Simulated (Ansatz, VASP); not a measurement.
# MgGaPSe: VASP beside Ansatz, part 2 of 2

Wanted: the spread between two codes on one cell, functional and k mesh. The cell is invented: As first built, before any earlier steps moved the atoms (in the runner's words): it takes the ZnGaPS structure with some of its atoms replaced by other elements, volume scaled by an estimate. It may not be a known or stable phase. The cell is taken from a series of VASP runs on this material, whose earlier steps may have relaxed, scaled or displaced it; both programs get it as it stands.

VASP 6.6.1 and Ansatz 0.2.0.

So far: The starting structure; VASP: elastic constants, PBEsol with D3(BJ).

In doubt: the dispersion correction can have small steps in the geometry for these elements, which bears on fits and elastic values.

## (3) Ansatz: elastic constants, PBEsol with D3(BJ)

Level of this step: Ansatz beside VASP: Kohn-Sham DFT, plane waves, PBEsol with D3(BJ) (Ansatz).

Ansatz runs on its default PAW (the set named soft_2) files.

The same cell, functional, mesh and smearing now go to Ansatz, which takes its cutoff from its data sets.

input.yaml reads:

```yaml
crystal:
  lattice:
    - [3.3957904926, -1.9605671365, 0.0002746655]
    - [3.3957904926, 1.9605671365, 0.0002746655]
    - [-2.261312742, 0.0, 6.693726781]
  atoms:
    - { symbol: Se, position: [0.6164393817, 0.6164393817, 0.8592685506] }
    - { symbol: Ga, position: [0.4952956285, 0.4952956285, 0.4928603086] }
    - { symbol: P, position: [0.1278096726, 0.1278096726, 0.3902155306] }
    - { symbol: Mg, position: [0.0021781652, 0.0021781652, 0.0167696102] }
hamiltonian:
  xc: pbesol
  pseudopotentials: { kind: paw }
  dispersion: d3bj
kpoints:
  mp_grid: { grid: [7, 7, 4] }
scf:
  occupations: { method: fermi_dirac, width: 0.05 }
elastic:
  mode: relaxed_ion
  stencil: two_point
output:
  forces: true
  stress: true
```

The run is started by

```console
ansatz run input.yaml --threads 4 --pin off --max-ram 9216MiB --backend cpu --events-out ev --progress --plain --runs-dir out
```

Numbers of over 12 decimals in the logs are rounded to 6 here.

Output:

```text
Engine: ansatz 0.2.0, x86_64-unknown-linux-gnu
Pseudopotentials: kind: paw
Pseudopotential: Se, paw, valence charge 16, recommended cutoff 420 eV (normal), Se.paw.azcp
Pseudopotential: Ga, paw, valence charge 13, recommended cutoff 420 eV (normal), Ga.paw.azcp
Pseudopotential: P, paw, valence charge 5, recommended cutoff 420 eV (normal), P.paw.azcp
Pseudopotential: Mg, paw, valence charge 10, recommended cutoff 420 eV (normal), Mg.paw.azcp
Functional definition: PBEsol
  exchange = pbesol_x
  correlation = pbesol_c
Crystal: 4 atoms, lattice volume = 89.132 Å³
Basis set: ecut = 420 eV, 1745 PW (Γ), exchange–correlation on 54×54×96 points (8 copies of the dense FFT grid, shifted against one another)
Bands: 27, of which v1, the nominal top of the filled ones, is band 22 counted from 1 (21 counted from 0)
Symmetry: 2 space group operations
Space group: Cm (ITA 8), of the structure as read, at distance tolerance 4.5e-5 Å
k-points: 60 of 196 (time reversal used)
Non-local potential: Se, projectors of the file, l = 0: 2, l = 1: 2, l = 2: 3, l = 3: 1
Non-local potential: Ga, projectors of the file, l = 0: 2, l = 1: 2, l = 2: 3, l = 3: 1
Non-local potential: P, projectors of the file, l = 0: 2, l = 1: 2, l = 2: 2
Non-local potential: Mg, projectors of the file, l = 0: 3, l = 1: 2, l = 2: 1
PAW form: soft (Blöchl's): semilocal exchange-correlation on the pseudo side does not see the compensation charge
PAW frozen core: Se, regenerated for the run's functional, and the local potential with it (the file was generated under x = pbe(κ = 0.804, μ = 0.219515), c = pbe(β = 0.066725))
PAW frozen core: Ga, regenerated for the run's functional, and the local potential with it (the file was generated under x = pbe(κ = 0.804, μ = 0.219515), c = pbe(β = 0.066725))
PAW frozen core: P, regenerated for the run's functional, and the local potential with it (the file was generated under x = pbe(κ = 0.804, μ = 0.219515), c = pbe(β = 0.066725))
PAW frozen core: Mg, regenerated for the run's functional, and the local potential with it (the file was generated under x = pbe(κ = 0.804, μ = 0.219515), c = pbe(β = 0.066725))
PAW one-centre angular grid: Se, 590 points (default); XC on 64 Gauss nodes
PAW one-centre angular grid: Ga, 590 points (default); XC on 64 Gauss nodes
PAW one-centre angular grid: P, 110 points (default); XC on 64 Gauss nodes
PAW one-centre angular grid: Mg, 110 points (default); XC on 64 Gauss nodes
Initial density: superposition of atomic densities (neutral atoms: chi_scale 0, normalization atom), corrected by the library's trained network
Initial wavefunctions: pseudopotential atomic-orbital guess
Functional: x = pbesol(κ = 0.804, μ = 0.123457), c = pbesol(β = 0.046)
SCF iter   1: F=—  HF=-11823.405034 eV  |F-HF|=—  |Δ(HF+E_count)|=         —  Δρ=3.54e-3  dr2=1.89e-2  ethr=1.77e-3  ⟨swp⟩=6.3  Hψ=7484  notcnv=0
preconditioner: auto → Resta (q_TF=auto, 2.425 Å⁻¹)  ε∞=3.4  [insulator: Δε(μ)=1.519 eV  Ē_g=12.977 eV  σ=0.050 eV  W_gap=1.00  n_scr=28 (ndim 8)  ℏωp=20.1 eV  f_vac=0.039  D(μ)=0.00/eV (n_scr^D=0)  ε∞_Penn≈3.4]
SCF iter   2: F=—  HF=-11823.397691 eV  |F-HF|=—  |Δ(HF+E_count)|=   7.34e-3  Δρ=1.69e-3  dr2=3.43e-3  ethr=4.30e-5  ⟨swp⟩=2.0  Hψ=2480  notcnv=0  defer=2
SCF iter   3: F=—  HF=-11823.397075 eV  |F-HF|=—  |Δ(HF+E_count)|=   6.16e-4  Δρ=6.08e-4  dr2=3.08e-4  ethr=7.80e-6  ⟨swp⟩=2.0  Hψ=2357  notcnv=0  defer=2
SCF iter   4: F=—  HF=-11823.396946 eV  |F-HF|=—  |Δ(HF+E_count)|=   1.30e-4  Δρ=2.58e-4  dr2=9.20e-5  ethr=7.00e-7  ⟨swp⟩=2.0  Hψ=2351  notcnv=0  defer=2
SCF iter   5: F=—  HF=-11823.396956 eV  |F-HF|=—  |Δ(HF+E_count)|=   1.03e-5  Δρ=7.90e-5  dr2=8.52e-6  ethr=2.09e-7  ⟨swp⟩=2.9  Hψ=2354  notcnv=0  defer=2
SCF iter   6: F=—  HF=-11823.396961 eV  |F-HF|=—  |Δ(HF+E_count)|=   4.85e-6  Δρ=2.12e-5  dr2=4.46e-7  ethr=1.94e-8  ⟨swp⟩=2.0  Hψ=2351  notcnv=0  defer=2
SCF iter   7: F=—  HF=-11823.396962 eV  |F-HF|=—  |Δ(HF+E_count)|=   1.37e-6  Δρ=5.90e-6  dr2=3.68e-8  ethr=1.01e-9  ⟨swp⟩=2.0  Hψ=2886  notcnv=0  defer=2
SCF iter   8: F=—  HF=-11823.396962 eV  |F-HF|=—  |Δ(HF+E_count)|=   4.59e-8  Δρ=2.00e-6  dr2=4.26e-9  ethr=8.37e-11  ⟨swp⟩=2.0  Hψ=2836  notcnv=0  defer=2
SCF iter   9: F=—  HF=-11823.396962 eV  |F-HF|=—  |Δ(HF+E_count)|=   1.22e-9  Δρ=6.97e-7  dr2=4.01e-10  ethr=9.69e-12  ⟨swp⟩=2.6  Hψ=2915  notcnv=0  defer=2
SCF iter  10: F=—  HF=-11823.396962 eV  |F-HF|=—  |Δ(HF+E_count)|=  2.86e-10  Δρ=1.51e-7  dr2=3.33e-11  ethr=9.12e-13 (applied; sched 1.00e-12)  ⟨swp⟩=2.0  Hψ=2855  notcnv=0  defer=5
SCF iter  11: F=—  HF=-11823.396962 eV  |F-HF|=—  |Δ(HF+E_count)|=  2.73e-11  Δρ=6.04e-8  dr2=6.96e-12  ethr=7.58e-14 (applied; sched 1.00e-12)  ⟨swp⟩=2.0  Hψ=2513  notcnv=0  defer=52
SCF iter  12: F=—  HF=-11823.396962 eV  |F-HF|=—  |Δ(HF+E_count)|=  3.64e-12  Δρ=2.88e-8  dr2=7.25e-13  ethr=1.58e-14 (applied; sched 1.00e-12)  ⟨swp⟩=2.0  Hψ=2393  notcnv=0  defer=52
SCF iter  13: F=-11823.396962 eV  HF=-11823.396962 eV  |F-HF|=1.82e-12  |Δ(HF+E_count)|=  1.82e-12  Δρ=4.84e-9  dr2=2.34e-14  ethr=1.00e-12  ⟨swp⟩=9.3  Hψ=7812  notcnv=0
SCF 1 converged in 13 iterations: F = -11823.396962 eV  dr2 = 2.34e-14
[...]
E_aug_tail   = -0.000696  (compensation charges beyond the density's cutoff)
  E_ewald      = -3562.745068
  E_disp       = -1.111334  (pairwise vdW)
  E_core_change = 1.976387  (= ΣΔE_core)
  E_smearing   = -0.000000  (= −TS)
  E_closure    = -0.000000  (closes the sum)
  Σ components = -11823.396985   (vs F -11823.396985, Δ=0.00e0)
--- Forces (eV/Å), atoms counted from 1 ---
  atom   1  Se    -0.00000713    -0.00000000    -0.00000389
  atom   2  Ga     0.00000929     0.00000000     0.00000015
  atom   3  P     -0.00000819    -0.00000000     0.00000045
  atom   4  Mg     0.00000600     0.00000000     0.00000310
  max |Σ_I F_I| component: 1.95e-7 eV/Å
--- Stress (GPa, compression-positive) ---
        0.090820       0.000000      -0.009650
        0.000000       0.097944      -0.000000
       -0.009650      -0.000000       0.074181
  P = ⅓ Tr σ = 0.0876 GPa (0.876 kbar)
--- Band table (eV; the first three rows and the last of 60) ---
  k-point 0: bands = [... 18 lower, 5.1876, 5.7903, 5.9955, 5.9960, 7.5318, 9.1232, 10.6345, 10.6351, ... 1 higher]
  k-point 1: bands = [... 18 lower, 5.2137, 5.2141, 5.9431, 5.9431, 7.9467, 9.8202, 10.7529, 10.7536, ... 1 higher]
  k-point 2: bands = [... 18 lower, 5.2444, 5.2444, 5.8871, 5.8876, 8.0861, 10.3648, 10.8792, 10.8798, ... 1 higher]
  k-point 59: bands = [... 18 lower, 2.9101, 3.7323, 3.9461, 4.7090, 9.6898, 10.0811, 10.9496, 11.1766, ... 1 higher]
--- Elastic constants: 6 strain directions × 2 members + reference (group order 2) ---
  dense FFT box of the reference and of every strained cell: 27×27×48
  strains applied: 11, 22, 33, 23, 13, 12; error gains: componentwise 1.00 (the most a stress slope's error grows in a printed constant), spectral 1.00 (1 for all six strains in a standard setting)
  pairwise dispersion correction: d3bj (s6 = 1.0, s8 = 2.9491, a1 = 0.4466, a2_bohr = 6.1742), with the weights of each atom's references fixed at the reference crystal's, and the forces and stress that the weights' published response gives there kept as a pressure on the atom's counted neighbours (hamiltonian.dispersion)
  reference relaxed by the batch: 5 steps; max|allowed force component| 1.22e-2 eV/Å at the deck's positions, 9.30e-6 at the last accepted step, 9.30e-6 by the solve of record
  largest displacement 3.4e-3 Å; the constants are those of the deck's cell at these positions:
  atoms:
    - { symbol: Se, position: [0.616884, 0.616884, 0.859230] }
    - { symbol: Ga, position: [0.494875, 0.494875, 0.492997] }
    - { symbol: P, position: [0.127281, 0.127281, 0.390092] }
    - { symbol: Mg, position: [0.00268335, 0.00268335, 0.016795] }
  C = ∂σ_k/∂η_j (tension-positive GPa; Voigt order 11 22 33 23 13 12):
       114.768     44.485     39.093     -0.000      7.338      0.000
        44.486    114.716     39.097     -0.000     -7.240     -0.000
        39.064     39.071    129.905     -0.000      0.046     -0.000
         0.000      0.000      0.000     18.704      0.000     -7.254
         7.318     -7.249      0.027      0.000     18.648      0.000
         0.000     -0.000      0.000     -7.257     -0.000     35.136
  reference stress σ⁰ (GPa):     -0.091     -0.098     -0.074      0.000      0.010     -0.000
  C* (energy form; C + prestress term) asymmetry max|C*_kj − C*_jk| = 1.292e-2 GPa — a small one proves nothing (zero by symmetry where the batch's group is 432, −43m or m−3m); a large one is finite-difference/SCF noise where every solve meets its electron count
  moduli (Voigt/Reuss/Hill, GPa): K = 67.19/67.11/67.15   G = 30.28/24.84/27.56   E = 72.73   ν = 0.319
  mechanically stable: yes (min eigenvalue of sym C = 15.96 GPa)
  strain η (Voigt 11):  stress-route row diagonal C_11 = 114.77 GPa, energy-path curvature d²(F+E_count+ΔE)/dδ²/Ω₀ = 115.00 GPa
         δ    σ_11 (GPa)             F (eV)   n_scf  n_hpsi   n_pw
    -2.000e-3      -0.3211      -11823.3967525       9   28993   1763   relax 3 steps, max|allowed force component| 2.03e-5 eV/Å
     2.000e-3       0.1379      -11823.3969564      10   30362   1792   relax 4 steps, max|allowed force component| 7.85e-6 eV/Å
  strain η (Voigt 22):  stress-route row diagonal C_22 = 114.72 GPa, energy-path curvature d²(F+E_count+ΔE)/dδ²/Ω₀ = 114.98 GPa
         δ    σ_22 (GPa)             F (eV)   n_scf  n_hpsi   n_pw
    -2.000e-3      -0.3285      -11823.3967476       9   28149   1763   relax 4 steps, max|allowed force component| 1.59e-5 eV/Å
     2.000e-3       0.1304      -11823.3969671      10   30378   1794   relax 4 steps, max|allowed force component| 1.04e-5 eV/Å
  strain η (Voigt 33):  stress-route row diagonal C_33 = 129.90 GPa, energy-path curvature d²(F+E_count+ΔE)/dδ²/Ω₀ = 130.22 GPa
         δ    σ_33 (GPa)             F (eV)   n_scf  n_hpsi   n_pw
    -2.000e-3      -0.3347      -11823.3967595       9   29121   1763   relax 4 steps, max|allowed force component| 1.08e-5 eV/Å
     2.000e-3       0.1849      -11823.3969247       9   28150   1798   relax 4 steps, max|allowed force component| 1.92e-5 eV/Å
  strain η (Voigt 23):  stress-route row diagonal C_44 = 18.70 GPa, energy-path curvature d²(F+E_count+ΔE)/dδ²/Ω₀ = 19.09 GPa
         δ    σ_23 (GPa)             F (eV)   n_scf  n_hpsi   n_pw
    -2.000e-3      -0.0374      -11823.3969662      10   50076   1784   relax 4 steps, max|allowed force component| 2.51e-6 eV/Å
     2.000e-3       0.0374      -11823.3969662       9   47903   1784   relax 4 steps, max|allowed force component| 2.83e-6 eV/Å
  strain η (Voigt 13):  stress-route row diagonal C_55 = 18.65 GPa, energy-path curvature d²(F+E_count+ΔE)/dδ²/Ω₀ = 18.97 GPa
         δ    σ_13 (GPa)             F (eV)   n_scf  n_hpsi   n_pw
    -2.000e-3      -0.0278      -11823.3969744      10   30407   1776   relax 3 steps, max|allowed force component| 2.81e-5 eV/Å
     2.000e-3       0.0468      -11823.3969552       9   29087   1780   relax 3 steps, max|allowed force component| 2.09e-5 eV/Å
  strain η (Voigt 12):  stress-route row diagonal C_66 = 35.14 GPa, energy-path curvature d²(F+E_count+ΔE)/dδ²/Ω₀ = 35.37 GPa
         δ    σ_12 (GPa)             F (eV)   n_scf  n_hpsi   n_pw
    -2.000e-3      -0.0703      -11823.3969470       9   47978   1776   relax 4 steps, max|allowed force component| 1.89e-7 eV/Å
     2.000e-3       0.0703      -11823.3969470       9   46634   1776   relax 3 steps, max|allowed force component| 3.01e-5 eV/Å
[key lines of the parts left out:]
SCF converged after 10 iterations
Free energy (F): -11823.396985 eV
Fermi energy:    6.796526 eV
```

Run time: 2.3 min. Hardware: 4 threads of AMD EPYC 9R14 (Zen 4), shared host; peak memory 0.62 GiB.

## (4) Differences

Known differences besides the potentials themselves: the data sets hold 44 valence electrons in Ansatz (default PAW (the set named soft_2) files) and 26 in VASP; the cutoff is 420 eV in Ansatz and 500 eV in VASP; Ansatz makes its cores anew for this functional, VASP keeps those of its PBE data sets; VASP leaves aspherical gradient terms in its spheres out (LASPH is not set), Ansatz keeps them; Ansatz takes the dispersion share of the force constants at frozen C6 weights, VASP differentiates the full forces. Total energies have different zeros and are not compared.

Both answers:

```
 quantity  Ansatz   VASP  difference
C11 (GPa)   114.8  114.7     +0.09 %
C22 (GPa)   114.7  114.7     +0.01 %
C33 (GPa)   129.9  130.8     -0.73 %
C12 (GPa)    44.5   44.1     +0.86 %
C13 (GPa)    39.1   39.0     +0.21 %
C23 (GPa)    39.1   39.2     -0.20 %
C44 (GPa)    18.7   18.9     -0.90 %
C55 (GPa)    18.6   18.7     -0.32 %
C66 (GPa)    35.1   35.3     -0.34 %
```

## (5) Outcome

| Property | Result |
| --- | --- |
| difference in C44 (elastic constants, PBEsol with D3(BJ)) | -0.90 % |

In words: The difference in C44 is -0.90 % (elastic constants, PBEsol with D3(BJ)), within the 5 % picked in this series as the mark of a large difference. How closely two codes agree says nothing of how well the functional describes the real material.

[Lines on the potential files, build, host, timing and source positions are cut from VASP's logs without a mark.]

[Logs are printed without paths, hosts, clocks, repeated set-up lines and the standing remarks that a program may print on its own settings, such as how far it seeks lower states.]

[Hosts, paths, dates, database ids (printed as entryN), source tags and the programs' standing remarks are cut or masked in the printed files.]
